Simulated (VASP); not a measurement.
Computed with r2SCAN meta-GGA, VASP's PBE PAW potentials (set 64) (plane waves; VASP).

VASP input:

File POSCAR:
```
NaF
1
    0.0000000000     2.2859400601     2.2859400601
    2.2859400601     0.0000000000     2.2859400601
    2.2859400601     2.2859400601     0.0000000000
Na F
1 1
Direct
  0.0000000000   0.0000000000   0.0000000000
  0.5000000000   0.5000000000   0.5000000000
```

KPOINTS:
```
Automatic mesh
0
Gamma
 9 9 9
0 0 0
```

INCAR:
```
# general
SYSTEM =NaF
PREC   =Accurate
ENCUT  =520   # plane-wave cut-off (eV)
LREAL  =.FALSE.
LASPH  =.TRUE.

# electronic loop
EDIFF  =1E-6   # SCF stop (eV)
NELM   =100   # most electronic steps
ALGO   =Normal
LMIXTAU=.TRUE.

# smearing
ISMEAR =0   # Gaussian
SIGMA  =0.05

# functional
METAGGA=R2SCAN

# ions
IBRION =2
NSW    =60
ISIF   =3   # ions, shape and volume
EDIFFG =-0.01   # ionic stop

# output
LWAVE  =.FALSE.
LCHARG =.FALSE.
```

POTCAR, in this order: Na_pv F (PBE.64 set). Program: vasp_std.

What VASP printed:

OSZICAR:
```
       N       E                     dE             d eps       ncg     rms          rms(c)
DAV:   1     0.114050121426E+03    0.11405E+03   -0.86990E+03   782   0.159E+03
DAV:   2    -0.962955609121E+01   -0.12368E+03   -0.11521E+03   810   0.392E+02
DAV:   3    -0.160301275132E+02   -0.64006E+01   -0.63849E+01   896   0.919E+01
DAV:   4    -0.160926483310E+02   -0.62521E-01   -0.62515E-01   854   0.964E+00
DAV:   5    -0.160934021591E+02   -0.75383E-03   -0.75382E-03   875   0.109E+00    0.481E+00
DAV:   6    -0.127105500451E+02    0.33829E+01   -0.15019E+00  1030   0.179E+01    0.159E+00
DAV:   7    -0.126348727233E+02    0.75677E-01   -0.98881E-01   770   0.137E+01    0.168E+00
DAV:   8    -0.129225355781E+02   -0.28766E+00   -0.39764E-01   770   0.968E+00    0.623E-01
DAV:   9    -0.123324188512E+02    0.59012E+00   -0.16832E-01   770   0.487E+00    0.874E-01
DAV:  10    -0.126188638052E+02   -0.28644E+00   -0.26002E-01   770   0.608E+00    0.287E-01
DAV:  11    -0.126182066325E+02    0.65717E-03   -0.60273E-03   884   0.925E-01    0.330E-01
DAV:  12    -0.126018871057E+02    0.16320E-01   -0.82656E-03   770   0.162E+00    0.103E-01
DAV:  13    -0.126032493476E+02   -0.13622E-02   -0.12249E-03   833   0.463E-01    0.226E-02
DAV:  14    -0.126037041683E+02   -0.45482E-03   -0.14008E-04   779   0.185E-01    0.239E-02
DAV:  15    -0.126036265982E+02    0.77570E-04   -0.13647E-04   794   0.145E-01    0.689E-03
DAV:  16    -0.126037132249E+02   -0.86627E-04   -0.56290E-05   785   0.108E-01    0.653E-03
DAV:  17    -0.126037106677E+02    0.25572E-05   -0.37074E-06   926   0.280E-02    0.123E-03
DAV:  18    -0.126037059637E+02    0.47040E-05   -0.10395E-06   791   0.138E-02    0.169E-03
DAV:  19    -0.126037051269E+02    0.83677E-06   -0.10036E-06   791   0.161E-02
   1 F= -.12603705E+02 E0= -.12603705E+02  d E =-.126037E+02
```

**OUTCAR**
```
------------------------ aborting loop because EDIFF is reached ----------------------------------------
  FORCE on cell =-STRESS in cart. coord.  units (eV):
  Direction    XX          YY          ZZ          XY          YZ          ZX
  --------------------------------------------------------------------------------------
  Total       -0.0066276     -0.0066276     -0.0066276      0.0000000      0.0000000      0.0000000
  in kB       -0.4444669     -0.4444669     -0.4444669      0.0000000      0.0000000      0.0000000
  external PRESSURE =      -0.4444669 kB  Pullay stress =       0.0000000 kB
  volume of cell :       23.89
      direct lattice vectors                 reciprocal lattice vectors
     0.000000000  2.285940060  2.285940060    -0.218728395  0.218728395  0.218728395
     2.285940060  0.000000000  2.285940060     0.218728395 -0.218728395  0.218728395
     2.285940060  2.285940060  0.000000000     0.218728395  0.218728395 -0.218728395
  FREE ENERGIE OF THE ION-ELECTRON SYSTEM (eV)
  ---------------------------------------------------
  free  energy   TOTEN  =       -12.6037051269 eV

  energy  without entropy=      -12.6037051269  energy(sigma->0) =      -12.60370513

 reached required accuracy - stopping structural energy minimisation
```
(Selected blocks of OUTCAR.)

The compound is NaF in the rock salt structure. It was relaxed first. The start is the result of an earlier pass.
